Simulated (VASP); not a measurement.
Computed with PBE GGA, VASP's PBE PAW potentials (set 64) (plane waves; VASP).

Input for VASP

**KPOINTS**
```
Automatic mesh
0
Gamma
5 5 2
0 0 0
```

### INCAR
```
! general
SYSTEM   =  Cd
PREC     =  Accurate
ENCUT    =  300   ! plane-wave cut-off (eV)
LREAL    =  F
LASPH    =  T

! electronic loop
EDIFF    =  1E-6   ! SCF stop (eV)
NELM     =  100
ALGO     =  Normal   ! blocked Davidson
LMAXMIX  =  4

! smearing
ISMEAR   =  -1
SIGMA    =  0.136   ! width (eV)

! functional
GGA      =  PE

! ions
ISIF     =  2   ! forces and stress, cell fixed

! output
LWAVE    =  F
LCHARG   =  F
```

**POSCAR**
```
Cd
20.2200920
  0.1553998370   0.0000000000   0.0000000000
 -0.0776998937   0.1345801987   0.0000000000
  0.0000000000   0.0000000000   0.5000000000
Cd
4
Cartesian
 -0.0009916841  -0.0003842265  -0.0020380000
  0.0010787079  -0.0005241899   0.2506290000
 -0.0007680468   0.0921235105   0.1250895000
  0.0783811216   0.0433651045   0.3763190000
```

POTCAR, in this order: Cd (PBE.64 set). Program: vasp_std.

Output of the run:

File OSZICAR:
```
       N       E                     dE             d eps       ncg     rms          rms(c)
DAV:   1     0.275210492827E+03    0.27521E+03   -0.19613E+04  1512   0.113E+03
DAV:   2     0.484145413713E+01   -0.27037E+03   -0.26253E+03  1508   0.354E+02
DAV:   3    -0.316992306330E+01   -0.80114E+01   -0.78499E+01  1608   0.679E+01
DAV:   4    -0.320609038516E+01   -0.36167E-01   -0.36133E-01  1552   0.328E+00
DAV:   5    -0.320618738982E+01   -0.97005E-04   -0.96997E-04  1548   0.178E-01    0.686E+00
DAV:   6    -0.302445148559E+01    0.18174E+00   -0.53992E-01  1536   0.703E+00    0.544E+00
DAV:   7    -0.300843298842E+01    0.16018E-01   -0.97782E-02  1540   0.247E+00    0.178E+00
DAV:   8    -0.300689147043E+01    0.15415E-02   -0.13057E-02  1524   0.124E+00    0.160E-01
DAV:   9    -0.300694026213E+01   -0.48792E-04   -0.42897E-05  1564   0.650E-02    0.568E-02
DAV:  10    -0.300700500617E+01   -0.64744E-04   -0.44325E-05  1512   0.532E-02    0.999E-03
DAV:  11    -0.300700728304E+01   -0.22769E-05   -0.24810E-06  1156   0.160E-02    0.213E-03
DAV:  12    -0.300700704903E+01    0.23401E-06   -0.19776E-07   780   0.362E-03
   1 F= -.30070070E+01 E0= -.29715065E+01  d E =-.710012E-01
```

**OUTCAR**
```
------------------------ aborting loop because EDIFF is reached ----------------------------------------
  FORCE on cell =-STRESS in cart. coord.  units (eV):
  Direction    XX          YY          ZZ          XY          YZ          ZX
  --------------------------------------------------------------------------------------
  Total        0.6250547      0.7827536      1.9816665      0.0200176     -0.0022542      0.0066584
  in kB       11.5845062     14.5072310     36.7273883      0.3709974     -0.0417780      0.1234048
  external PRESSURE =      20.9397085 kB  Pullay stress =       0.0000000 kB
  volume of cell :       86.45
      direct lattice vectors                 reciprocal lattice vectors
     3.142199000  0.000000000  0.000000000     0.318248462  0.183740788  0.000000000
    -1.571099000  2.721224000  0.000000000     0.000000000  0.367481692  0.000000000
     0.000000000  0.000000000 10.110046000     0.000000000  0.000000000  0.098911518
 POSITION                                       TOTAL-FORCE (eV/Angst)
 -----------------------------------------------------------------------------------
      1.55105      2.71345     10.06884         0.018098      0.003421      0.193304
     -1.54929      2.71062      5.06774        -0.016708      0.010212     -0.020587
     -0.01553      1.86275      2.52932         0.008240     -0.022888     -0.026981
      1.58487      0.87685      7.60920        -0.009629      0.009255     -0.145737
 -----------------------------------------------------------------------------------
    total drift:                               -0.000761      0.002045      0.002226
  FREE ENERGIE OF THE ION-ELECTRON SYSTEM (eV)
  ---------------------------------------------------
  free  energy   TOTEN  =        -3.0070070490 eV

  energy  without entropy=       -2.9360058665  energy(sigma->0) =       -2.97150646
```
(Selected blocks of OUTCAR.)

At this cut-off the stress carries a Pulay error, which pulls relaxed volumes low.

The structure was generated: Cd was put into an ordered model structure, which need not be its known phase. The cell was not relaxed at this level, atoms are displaced from their ideal sites. The k-mesh is coarse (spacing up to 0.46 per Å, 2π included), so the numbers may not be converged in it. The run is one of a series of settings (KPOINTS 5×5×2 Γ-centred mesh against the base run), some of them coarse on purpose.
